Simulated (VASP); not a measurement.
# Ca2ZrN2 (Immm) in VASP: further runs, part 2 of 2

VASP 6.6.1. The steps go on from the part before.

## 3. Relaxation of cell and atoms, PBE

This run uses another cell than the first one, of 17.40 Å³/atom, 1.005 times its volume.

File INCAR:

```
SYSTEM = Ca2ZrN2
PREC = Accurate ; ENCUT = 520
EDIFF = 1E-7 ; ISMEAR = 0
SIGMA = 0.1 ; LREAL = .False.
LASPH = .True. ; NELM = 120
ALGO = Normal ; ISIF = 3
LWAVE = .False. ; LCHARG = .False.
GGA = PE ; IBRION = 2
NSW = 60 ; EDIFFG = -0.005
POTIM = 0.3 ; KPAR = 8
```

File KPOINTS:

```
Automatic mesh
0
Gamma
  10 10 10
  0 0 0
```

File POSCAR:

```
Ca2ZrN2                                 
1.0
   -1.6467682405      2.5624361477      5.1556594050
    1.6467682405     -2.5624361477      5.1556594050
    1.6467682405      2.5624361477     -5.1556594050
  Ca              Zr              N             
     2     1     2
Direct
     0.8221487908337625    0.3221487908337625    0.5000000000000000
     0.1778512091662376    0.6778512091662375    0.5000000000000000
     0.5000000000000000    0.0000000000000000    0.5000000000000000
     0.3548308568720521    0.3548308568720521    0.0000000000000000
     0.6451691431279480    0.6451691431279480    0.0000000000000000
```

Potentials or basis: VASP PAW PBE potentials, release 64 (Ca_sv, Zr_sv, N).

The run is started by

```bash
cat potpaw_PBE.64/Ca_sv/POTCAR potpaw_PBE.64/Zr_sv/POTCAR potpaw_PBE.64/N/POTCAR > POTCAR
mpirun -np 8 vasp_std > vasp.out
```

OUTCAR:

```text
SYSTEM = Ca2ZrN2
   PREC = Accurate
   ENCUT = 520
   EDIFF = 1E-7
   ISMEAR = 0
   LREAL = .False.
   LASPH = .True.
   NELM = 120
   ISIF = 3
   GGA = PE
   IBRION = 2
   NSW = 60
   EDIFFG = -0.005
   POTIM = 0.3

 ion  position               nearest neighbor table
   1  0.822  0.322  0.500-   5 2.46   5 2.46   3 3.32
   2  0.178  0.678  0.500-   4 2.46   4 2.46   3 3.32
   3  0.500  0.000  0.500-   5 2.23   4 2.23   5 2.23   4 2.23   2 3.32   1 3.32
   4  0.355  0.355  0.000-   3 2.23   3 2.23   2 2.46   2 2.46
   5  0.645  0.645  0.000-   3 2.23   3 2.23   1 2.46   1 2.46

  LATTYP: Found a body centered orthorhombic cell.
 ALAT       =     3.2935364810
 B/A-ratio  =     1.5560393288
 C/A-ratio  =     3.1307741297

  Lattice vectors:

 A1 = (  -1.6467682405,   2.5624361477,   5.1556594050)
 A2 = (   1.6467682405,  -2.5624361477,   5.1556594050)
 A3 = (   1.6467682405,   2.5624361477,  -5.1556594050)

Analysis of symmetry for initial positions (statically):
=====================================================================
 Subroutine PRICEL returns:
 Original cell was already a primitive cell.

 Routine SETGRP: Setting up the symmetry group for a
 body centered orthorhombic supercell.

 Subroutine GETGRP returns: Found  8 space group operations
 (whereof  8 operations were pure point group operations)
 out of a pool of  8 trial point group operations.

The static configuration has the point symmetry D_2h.

Analysis of symmetry for dynamics (positions and initial velocities):
=====================================================================
 Subroutine PRICEL returns:
 Original cell was already a primitive cell.

 Routine SETGRP: Setting up the symmetry group for a
 body centered orthorhombic supercell.

 Subroutine GETGRP returns: Found  8 space group operations
 (whereof  8 operations were pure point group operations)
 out of a pool of  8 trial point group operations.

The dynamic configuration has the point symmetry D_2h.

 Subroutine INISYM returns: Found  8 space group operations
 (whereof  8 operations are pure point group operations),
 and found     1 'primitive' translations

----------------------------------------------------------------------------------------

                                     Primitive cell

  volume of cell :      87.0221

  direct lattice vectors                    reciprocal lattice vectors
    -1.646768240  2.562436148  5.155659405     0.000000000  0.195126813  0.096980805
     1.646768240 -2.562436148  5.155659405     0.303624996  0.000000000  0.096980805
     1.646768240  2.562436148 -5.155659405     0.303624996  0.195126813  0.000000000

  length of vectors
     5.988217477  5.988217477  5.988217477     0.217898485  0.318737219  0.360919120
[... 124 lines left out ...]
 NGX is ok and might be reduce to    48
   NGX = 23   NGY = 23   NGZ = 23

--------------------------------------- Ionic step        1  -------------------------------------------

 number of electron      42.0000000 magnetization

 Free energy of the ion-electron system (eV)
  ---------------------------------------------------
  ext. energy  EPLUGINS =         0.00000000
  ---------------------------------------------------
  free energy    TOTEN  =       -34.36118191 eV

  energy without entropy =      -34.35146758  energy(sigma->0) =      -34.35632474

------------------------ aborting loop because EDIFF is reached ----------------------------------------

  FORCE on cell =-STRESS in cart. coord.  units (eV):
  Direction    XX          YY          ZZ          XY          YZ          ZX
  --------------------------------------------------------------------------------------
  -------------------------------------------------------------------------------------
  Total       -0.0228725     -0.0028924      0.0234857     -0.0000000      0.0000000      0.0000000
  in kB       -0.4211083     -0.0532531      0.4323979     -0.0000000      0.0000000      0.0000000
  external PRESSURE =      -0.0139878 kB  Pullay stress =       0.0000000 kB

 VOLUME and BASIS-vectors are now :
 -----------------------------------------------------------------------------
  energy-cutoff  :      520.00
  volume of cell :       87.02
      direct lattice vectors                 reciprocal lattice vectors
    -1.646768240  2.562436148  5.155659405     0.000000000  0.195126813  0.096980805
     1.646768240 -2.562436148  5.155659405     0.303624996  0.000000000  0.096980805
     1.646768240  2.562436148 -5.155659405     0.303624996  0.195126813  0.000000000

 POSITION                                       TOTAL-FORCE (eV/Angst)
 -----------------------------------------------------------------------------------
     -0.00000      2.56244      3.32178        -0.000000     -0.000000      0.005975
      1.64677     -0.00000      1.83388         0.000000      0.000000     -0.005975
      0.00000      2.56244      0.00000         0.000000      0.000000      0.000000
      0.00000      0.00000      3.65877        -0.000000      0.000000      0.001630
      0.00000      0.00000      6.65254         0.000000      0.000000     -0.001630
 -----------------------------------------------------------------------------------
    total drift:                               -0.000000     -0.000000      0.000000

  FREE ENERGIE OF THE ION-ELECTRON SYSTEM (eV)
  ---------------------------------------------------
  free  energy   TOTEN  =       -34.3611819070 eV

  energy  without entropy=      -34.3514675789  energy(sigma->0) =      -34.35632474

--------------------------------------- Ionic step        2  -------------------------------------------

 number of electron      42.0000000 magnetization

 Free energy of the ion-electron system (eV)
  ---------------------------------------------------
  ext. energy  EPLUGINS =         0.00000000
  ---------------------------------------------------
  free energy    TOTEN  =       -34.36118775 eV

  energy without entropy =      -34.35148278  energy(sigma->0) =      -34.35633526

 E-fermi :   5.7461     XC(G=0): -10.2603

 val. band max:        5.7422213963   @ k =   0.2000   0.2000   0.2000
 cond. band min:       5.7580037061   @ k =   0.4000   0.1000   0.1000
 fundamental gap:      0.0157823098
 Fermi energy:         5.7460569027

 k-point     1 :       0.0000    0.0000    0.0000
  band No.  band energies     occupation
      1     -43.3723      2.00000
      2     -34.8433      2.00000
      3     -34.7743      2.00000
      4     -21.5245      2.00000
      5     -21.5020      2.00000
      6     -21.1603      2.00000
[... 661 lines left out ...]
     24       7.4029      0.00000
     25       8.2915      0.00000

 [... further k-points ...]

------------------------ aborting loop because EDIFF is reached ----------------------------------------

  FORCE on cell =-STRESS in cart. coord.  units (eV):
  Direction    XX          YY          ZZ          XY          YZ          ZX
  --------------------------------------------------------------------------------------
  -------------------------------------------------------------------------------------
  Total       -0.0058360     -0.0029814      0.0081882     -0.0000000      0.0000000      0.0000000
  in kB       -0.1074497     -0.0548920      0.1507563     -0.0000000      0.0000000      0.0000000
  external PRESSURE =      -0.0038618 kB  Pullay stress =       0.0000000 kB

 VOLUME and BASIS-vectors are now :
 -----------------------------------------------------------------------------
  energy-cutoff  :      520.00
  volume of cell :       87.02
      direct lattice vectors                 reciprocal lattice vectors
    -1.646550190  2.562393241  5.156360375     0.000000000  0.195130081  0.096967621
     1.646550190 -2.562393241  5.156360375     0.303665204  0.000000000  0.096967621
     1.646550190  2.562393241 -5.156360375     0.303665204  0.195130081  0.000000000

 POSITION                                       TOTAL-FORCE (eV/Angst)
 -----------------------------------------------------------------------------------
      0.00000      2.56239      3.32240        -0.000000     -0.000000      0.003862
      1.64655      0.00000      1.83396         0.000000      0.000000     -0.003862
      0.00000      2.56239      0.00000        -0.000000     -0.000000      0.000000
      1.64655      2.56239     -1.49704        -0.000000      0.000000      0.001262
      0.00000      0.00000      6.65340         0.000000      0.000000     -0.001262
 -----------------------------------------------------------------------------------
    total drift:                               -0.000000     -0.000000      0.000000

  FREE ENERGIE OF THE ION-ELECTRON SYSTEM (eV)
  ---------------------------------------------------
  free  energy   TOTEN  =       -34.3611877450 eV

  energy  without entropy=      -34.3514827806  energy(sigma->0) =      -34.35633526

 reached required accuracy - stopping structural energy minimisation
```

Run time: 80 s. Hardware: 8 MPI ranks of Intel Xeon 6975P-C (Granite Rapids), shared host; peak memory 0.62 GiB.

Results:

* Free energy: -34.3612 eV
* Energy gained by relaxing: 0.0 meV/atom
* Ionic steps: 2
* Pressure after relaxing: 0.0 GPa
* Largest force after relaxing: 0.004 eV/Å
* Band gap on the k mesh: none (metal or under the smearing width)

Forces in eV/Å, atoms in the order of the input:
```
Ca   0.000  0.000  0.004
Ca   0.000  0.000 -0.004
Zr   0.000  0.000  0.000
N    0.000  0.000  0.001
N    0.000  0.000 -0.001
```

Final structure:
```
Ca Zr N
1.0
    -1.64655    2.56239    5.15636
     1.64655   -2.56239    5.15636
     1.64655    2.56239   -5.15636
Ca Zr N
2 1 2
Direct
  0.82217 0.32217 0.50000
  0.17783 0.67783 0.50000
  0.50000 0.00000 0.50000
  0.35484 0.35484 0.00000
  0.64516 0.64516 0.00000
```
